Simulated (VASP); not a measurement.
A convergence study with VASP on KCl (space group no. 225 when undisturbed): one setting is varied, all else stays as given below, so the limit is that of these other settings. One atom is moved off its site, so that forces are finite.

```yaml
crystal:
  lattice:
    - [0.00000, 3.13557, 3.13557]
    - [3.13557, 0.00000, 3.13557]
    - [3.13557, 3.13557, 0.00000]
  atoms:
    - { symbol: K, position: [0.00797, 0.00797, 0.99203] }
    - { symbol: Cl, position: [0.50000, 0.50000, 0.50000] }
```

These are PBE GGA, VASP's PBE PAW potentials (set 64) (plane waves; VASP 6.6.1) values and carry that method's errors. The tightest run used: 720 eV cut-off, 7×7×7 Γ-centred mesh, Fermi-Dirac smearing of 0.020 eV, potentials K_sv Cl.

Gaps are read on the run's mesh, which can miss a band edge.

Problem. The settings run are ENCUT = 105; ENCUT = 120; ENCUT = 135; ENCUT = 150; ENCUT = 165; ENCUT = 180; ENCUT = 210; ENCUT = 240; ENCUT = 270; ENCUT = 330; ENCUT = 360; ENCUT = 405; ENCUT = 450; ENCUT = 525; ENCUT = 600; ENCUT = 720. From which on does the stress (every component) stay within 0.2 GPa of the tightest run?

Solution. From ENCUT = 330 on: it is off by 0.13 there and by no more than 0.2 in any finer run, while ENCUT = 270 is off by 0.80.
| setting | E (eV/atom) | pressure (GPa) | gap on the mesh (eV) | plane waves | difference judged (GPa) |
|---|---|---|---|---|---|
| ENCUT = 105 | -2.6068 | -128.22 | 5.137 | 169 | 129.29 |
| ENCUT = 120 | -2.9699 | -85.32 | 4.994 | 193 | 86.38 |
| ENCUT = 135 | -3.3167 | -53.88 | 5.166 | 229 | 54.94 |
| ENCUT = 150 | -3.3575 | -32.92 | 5.252 | 271 | 33.98 |
| ENCUT = 165 | -3.4197 | -19.22 | 5.274 | 307 | 20.29 |
| ENCUT = 180 | -3.4241 | -11.22 | 5.239 | 345 | 12.27 |
| ENCUT = 210 | -3.4008 | -3.66 | 5.210 | 436 | 4.72 |
| ENCUT = 240 | -3.3963 | -0.86 | 5.218 | 531 | 1.92 |
| ENCUT = 270 | -3.3972 | 0.26 | 5.220 | 632 | 0.80 |
| ENCUT = 330 | -3.3988 | 0.92 | 5.223 | 869 | 0.13 |
| ENCUT = 360 | -3.3990 | 1.00 | 5.223 | 966 | 0.05 |
| ENCUT = 405 | -3.3990 | 1.02 | 5.223 | 1155 | 0.04 |
| ENCUT = 450 | -3.3989 | 1.00 | 5.223 | 1363 | 0.05 |
| ENCUT = 525 | -3.3992 | 1.01 | 5.224 | 1705 | 0.04 |
| ENCUT = 600 | -3.3993 | 1.05 | 5.224 | 2085 | 0.00 |
| ENCUT = 720 | -3.3993 | 1.05 | 5.224 | 2733 | 0.00 |

Left out are rungs that failed or repeat a setting and relaxations that didn't move; long series are thinned to 24 rows.

The structure is a typed KCl crystal (space group no. 225). The cell was not relaxed at this level, it is distorted from the ideal structure.
